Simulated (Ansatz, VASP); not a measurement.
# Ba2BeN2 in two plane-wave programs, part 2 of 2

One calculation is typed for both programs; each brings its own data sets and cutoff. How far apart do they land? The cell is invented: As first built, before any earlier steps moved the atoms: it takes the Ba2CaN2 structure with some of its atoms replaced by other elements, volume scaled by an estimate. It may not be a known or stable phase. The cell comes out of the VASP series on this material, whose earlier steps may have relaxed, scaled or displaced it; both programs get it as it stands.

VASP 6.6.1 and Ansatz 0.2.0.

So far: The structure; Ansatz: relaxation of cell and atoms, r2SCAN.

## 3. VASP: relaxation of cell and atoms, r2SCAN

Level of this step: r2SCAN; plane waves and PAW (Ba_sv, N, Be); invented cell (VASP).

The same cell, functional, mesh and smearing now go to VASP, with its own data sets and cutoff.

Lines of VASP's logs that name or quote its potential files are left out, and so is its time.

INCAR

```
SYSTEM = Ba2BeN2
PREC = Accurate
ENCUT = 560
EDIFF = 1E-06
NELM = 100
ISMEAR = -1
SIGMA = 0.05
LREAL = .FALSE.
ALGO = Normal
METAGGA = R2SCAN
LASPH = .TRUE.
NBANDS = 22
LORBIT = 11
LWAVE = .FALSE.
LCHARG = .FALSE.
KPAR = 2
IBRION = 2
NSW = 60
ISIF = 3
EDIFFG = -0.01
```

POSCAR

```
Ba2BeN2
1.0
    3.7047480489     -0.0000000085      0.0000000000
   -1.8523745435      3.2084063078      0.0000000000
    0.0000000000      0.0000000000      9.6556954976
Ba N Be
2 2 1
Direct
    0.6666666700      0.3333333300      0.2597388675
    0.3333333300      0.6666666700      0.7402611325
    0.6666666700      0.3333333300      0.6010582653
    0.3333333300      0.6666666700      0.3989417347
    0.0000000000      0.0000000000      0.5000000000
```

KPOINTS

```
Automatic mesh
0
Gamma
6 6 2
0 0 0
```

Potentials, in the order of the species: Ba_sv, N and Be (PBE family, release 64).

Run with:

```sh
$ mpirun -np 2 vasp_std
```

Numbers of over 12 decimals in the logs are rounded to 6 here.

What it wrote:

```text
[banner, memory and clock lines left out]
running    2 mpi-ranks, on    1 nodes
 distrk:  each k-point on    1 cores,    2 groups
 distr:  one band on    1 cores,    1 groups

 POSCAR found type information on POSCAR BaN Be
 POSCAR found :  3 types and       5 ions
|                                                                             |
|               ----> ADVICE to this user running VASP <----                  |
|                                                                             |
|     You enforced a specific xc type in the INCAR file but a different       |
|     [... a line on the potential file left out ...]
|     I HOPE YOU KNOW WHAT YOU ARE DOING!                                     |
|                                                                             |

 LDA part: xc-table for (None), standard interpolation
 POSCAR, INCAR and KPOINTS ok, starting setup
 FFT: planning ... GRIDC
 FFT: planning ... GRID_SOFT
 FFT: planning ... GRID
 WAVECAR not read
 entering main loop
       N       E                     dE             d eps       ncg     rms          rms(c)
DAV:   1     0.169359110183E+03    0.16936E+03   -0.15537E+04   616   0.140E+03
DAV:   2    -0.725388502455E+02   -0.24190E+03   -0.22755E+03   864   0.277E+02
DAV:   3    -0.918377311241E+02   -0.19299E+02   -0.18990E+02   884   0.848E+01
DAV:   4    -0.925666911015E+02   -0.72896E+00   -0.72741E+00   942   0.145E+01
DAV:   5    -0.925789918914E+02   -0.12301E-01   -0.12299E-01   796   0.196E+00    0.157E+01
DAV:   6    -0.745061911196E+02    0.18073E+02   -0.28221E+01   728   0.318E+01    0.831E+00
DAV:   7    -0.745394677581E+02   -0.33277E-01   -0.31647E+00   776   0.113E+01    0.424E+00
DAV:   8    -0.743343137120E+02    0.20515E+00   -0.91781E-01   744   0.561E+00    0.123E+00
DAV:   9    -0.743381927534E+02   -0.38790E-02   -0.90157E-02   802   0.218E+00    0.627E-01
DAV:  10    -0.743437863936E+02   -0.55936E-02   -0.36476E-02   858   0.119E+00    0.407E-01
DAV:  11    -0.743412449312E+02    0.25415E-02   -0.16941E-02   776   0.863E-01    0.158E-01
DAV:  12    -0.743407003218E+02    0.54461E-03   -0.23131E-03   766   0.386E-01    0.912E-02
DAV:  13    -0.743406098324E+02    0.90489E-04   -0.15039E-03   838   0.218E-01    0.300E-02
DAV:  14    -0.743406332762E+02   -0.23444E-04   -0.32712E-04   824   0.124E-01    0.253E-02
DAV:  15    -0.743406039140E+02    0.29362E-04   -0.55420E-05   832   0.496E-02    0.484E-03
DAV:  16    -0.743406060311E+02   -0.21171E-05   -0.70321E-06   802   0.219E-02    0.394E-03
DAV:  17    -0.743406057069E+02    0.32414E-06   -0.57320E-07   562   0.588E-03
   1 F= -.74340606E+02 E0= -.74326679E+02  d E =-.743406E+02
[... from here on, the cycles between the ionic steps are left out ...]
   2 F= -.74356630E+02 E0= -.74343758E+02  d E =-.160245E-01
  10 F= -.74368337E+02 E0= -.74356265E+02  d E =-.218889E-03
  11 F= -.74368419E+02 E0= -.74356348E+02  d E =-.821900E-04
  12 F= -.74368558E+02 E0= -.74356492E+02  d E =-.221334E-03
  13 F= -.74368576E+02 E0= -.74356510E+02  d E =-.238943E-03
  14 F= -.74368647E+02 E0= -.74356594E+02  d E =-.707546E-04
  15 F= -.74368789E+02 E0= -.74356774E+02  d E =-.212908E-03
  16 F= -.74368728E+02 E0= -.74356786E+02  d E =-.152456E-03
  17 F= -.74368818E+02 E0= -.74356826E+02  d E =-.242511E-03
  18 F= -.74368819E+02 E0= -.74356837E+02  d E =-.243161E-03
  19 F= -.74368819E+02 E0= -.74356832E+02  d E =-.243213E-03
  20 F= -.74368862E+02 E0= -.74356880E+02  d E =-.433303E-04
 trial-energy change:   -0.000043  1 .order   -0.000042   -0.000051   -0.000034
 step:   1.8343(harm=  1.8343)  dis= 0.00367  next Energy=   -74.368894 (dE=-0.751E-04)
 bond charge predicted
       N       E                     dE             d eps       ncg     rms          rms(c)
DAV:   1    -0.743688659407E+02   -0.31877E-05   -0.61246E-02   616   0.158E+00    0.977E-02
DAV:   2    -0.743689135812E+02   -0.47640E-04   -0.14077E-03   724   0.258E-01    0.285E-02
DAV:   3    -0.743689032710E+02    0.10310E-04   -0.54763E-05   902   0.548E-02    0.154E-02
DAV:   4    -0.743688994497E+02    0.38214E-05   -0.28861E-05   912   0.335E-02    0.623E-03
DAV:   5    -0.743688990715E+02    0.37817E-06   -0.25529E-06   590   0.976E-03
  21 F= -.74368899E+02 E0= -.74356925E+02  d E =-.800432E-04
 curvature:  -3.36 expect dE=-0.867E-04 dE for cont linesearch -0.375E-06
 trial: gam= 0.18510 g(F)=  0.571E-05 g(S)=  0.201E-04 ort = 0.579E-05 (trialstep = 0.861E+00)
 search vector abs. value=  0.382E-04
 reached required accuracy - stopping structural energy minimisation
```

OUTCAR, selected parts (step 3):

```text
ion  position               nearest neighbor table
   1  0.667  0.333  0.260-   4 2.53   4 2.53   4 2.53   5 3.16   5 3.16   5 3.16
   2  0.333  0.667  0.740-   3 2.53   3 2.53   3 2.53   5 3.16   5 3.16   5 3.16
   3  0.667  0.333  0.601-   2 2.53   2 2.53   2 2.53
   4  0.333  0.667  0.399-   1 2.53   1 2.53   1 2.53
   5  0.000  0.000  0.500-   1 3.16   2 3.16   2 3.16   1 3.16   1 3.16   2 3.16

  LATTYP: Found a hexagonal cell.
 ALAT       =     3.7047480489
 C/A-ratio  =     2.6063028768

 Subroutine GETGRP returns: Found 12 space group operations
 (whereof 12 operations were pure point group operations)

The static configuration has the point symmetry D_3d.

 Found     14 irreducible k-points:

   k-points           NKPTS =     14   k-points in BZ     NKDIM =     14   number of bands    NBANDS=     22

   dimension x,y,z NGX =    30 NGY =   30 NGZ =   80
   dimension x,y,z NGXF=    60 NGYF=   60 NGZF=  160

   ENCUT  =  560.0 eV  41.16 Ry    6.42 a.u.   7.15  7.15 18.63*2*pi/ulx,y,z

   NELECT =      32.0000    total number of electrons

 k-points in reciprocal lattice and weights: Automatic mesh
   0.00000000  0.00000000  0.00000000       0.014
   0.16666667  0.00000000  0.00000000       0.083
   0.33333333  0.00000000  0.00000000       0.083
   0.50000000  0.00000000  0.00000000       0.042
   0.16666667  0.16666667  0.00000000       0.083
   0.33333333  0.16666667  0.00000000       0.167
   0.33333333  0.33333333  0.00000000       0.028
   0.00000000  0.00000000  0.50000000       0.014
   0.16666667  0.00000000  0.50000000       0.083
[...]
0.33333333  0.16666667  0.50000000       0.167
   0.33333333  0.33333333  0.50000000       0.028

 average (electrostatic) potential at core
       1 -41.5373       2 -41.5373       3 -67.4437       4 -67.4437       5 -37.7497

 E-fermi :   2.6888

 k-point     1 :       0.0000    0.0000    0.0000
  band No.  band energies     occupation
    ...
     13       1.1163      2.00000
     14       1.3134      2.00000
     15       1.3134      2.00000
     16       1.7294      2.00000
     17       1.9044      2.00000
     18       4.9613      0.00000
     19       5.3440      0.00000
     20       6.5886      0.00000
     21       7.3805      0.00000
     22       7.3805      0.00000

 k-point     2 :       0.1667    0.0000    0.0000
  band No.  band energies     occupation
    ...
     13       0.8893      2.00000
     14       1.1155      2.00000
     15       1.7061      2.00000
     16       2.2435      1.99973
     17       2.3806      1.99580
     18       5.3530      0.00000
     19       5.7705      0.00000
     20       6.0736      0.00000
     21       6.7300      0.00000
     22       6.9834      0.00000

 k-point     3 :       0.3333    0.0000    0.0000
  band No.  band energies     occupation
    ...
     12       0.3209      2.00000
     13       0.6187      2.00000
     14       0.9380      2.00000
     15       2.0565      1.99999
     16       2.4762      1.97191
     17       3.2012      0.00007
     18       5.1406      0.00000
     19       5.4277      0.00000
     20       5.8829      0.00000
     21       6.7550      0.00000
    ...

  Total        0.0005947      0.0005947     -0.0456214     -0.0000000      0.0000000     -0.0000000
  in kB        0.0083453      0.0083453     -0.6402436     -0.0000000      0.0000000     -0.0000000
  external PRESSURE =      -0.2078510 kB  Pullay stress =       0.0000000 kB

  energy-cutoff  :      560.00
  volume of cell :      114.17
      direct lattice vectors                 reciprocal lattice vectors
     3.635585852  0.000000003  0.000000000     0.275058832  0.158805317 -0.000000000
    -1.817793426  3.148510062 -0.000000000    -0.000000000  0.317610546  0.000000000
     0.000000000 -0.000000000  9.973651019    -0.000000000  0.000000000  0.100264186

 POSITION                                       TOTAL-FORCE (eV/Angst)
 -----------------------------------------------------------------------------------
      1.81779      1.04950      2.60843         0.000000     -0.000000      0.007693
     -0.00000      2.09901      7.36522        -0.000000      0.000000     -0.007693
      1.81779      1.04950      5.99101        -0.000000      0.000000     -0.000070
     -0.00000      2.09901      3.98264         0.000000     -0.000000      0.000070
      0.00000     -0.00000      4.98683         0.000000     -0.000000      0.000000
 -----------------------------------------------------------------------------------
    total drift:                               -0.000000      0.000000      0.000000

  FREE ENERGIE OF THE ION-ELECTRON SYSTEM (eV)
  ---------------------------------------------------
  free  energy   TOTEN  =       -74.3688990715 eV

  energy  without entropy=      -74.3449511657  energy(sigma->0) =      -74.35692512

 reached required accuracy - stopping structural energy minimisation

 total charge
# of ion       s       p       d       tot
------------------------------------------
    1        2.058   5.533   0.641   8.232
    2        2.058   5.533   0.641   8.232
    3        1.286   2.299   0.000   3.585
    4        1.286   2.299   0.000   3.585
    5        0.275   0.351   0.000   0.627
--------------------------------------------------
tot          6.964  16.015   1.282  24.262

[... 3 further parts left out ...]
```

The run has no spin, yet a partly filled p shell of the light anion may carry a moment. The k-mesh is coarse for a metal. Harder data sets than Ba_sv exist (the GW ones), and pressures, volumes and forces can shift noticeably with them.

## 4. Comparison

Known differences besides the PAW data sets themselves: VASP keeps PBE cores, Ansatz makes them for the functional; both relaxations stop at a tolerance, which leaves soft axes loose, and VASP keeps its plane-wave basis; the cutoff is 500 eV in Ansatz and 560 eV in VASP; Ansatz adds a Pulay correction to the stress that steers its cell, VASP none. Total energies have different zeros and are not compared.

Both answers:

| quantity | Ansatz | VASP | difference |
| --- | --- | --- | --- |
| volume (Å³) | 111.17 | 114.17 | -2.63 % |
| edge a after relaxation, in the typed setting (Å) | 3.587 | 3.636 | -1.33 % |
| edge c after relaxation, in the typed setting (Å) | 9.976 | 9.974 | +0.02 % |

The walks stopped with 0.01 GPa left in Ansatz and -0.02 GPa in VASP; each walk ends within a tolerance, so the volume difference is uncertain by about these residues over the bulk modulus, most in soft cells.

A further Ansatz single point at VASP's end cell gives -2.08 GPa where VASP has -0.02 GPa.

## 5. Outcome

| Item | Value |
| --- | --- |
| difference in volume (relaxation of cell and atoms, r2SCAN) | -2.6 % |

What this shows: The difference in volume is -2.6 % (relaxation of cell and atoms, r2SCAN), beyond the 1.2 % picked in this series as the mark of a large difference, as far as the stopping tolerances let one tell. A pressure difference of -2.06 GPa at VASP's end cell goes with -2.6 % of volume. How closely two codes agree says nothing of how well the functional describes the real material.

[Lines on the potential files, build, host, timing and source positions are cut from VASP's logs without a mark.]

[Logs are printed without paths, hosts, clocks, repeated set-up lines and the standing remarks that a program may print on its own settings, such as how far it seeks lower states.]

[Hosts, paths, dates, database ids (printed as entryN), source tags and the programs' standing remarks are cut or masked in the printed files.]
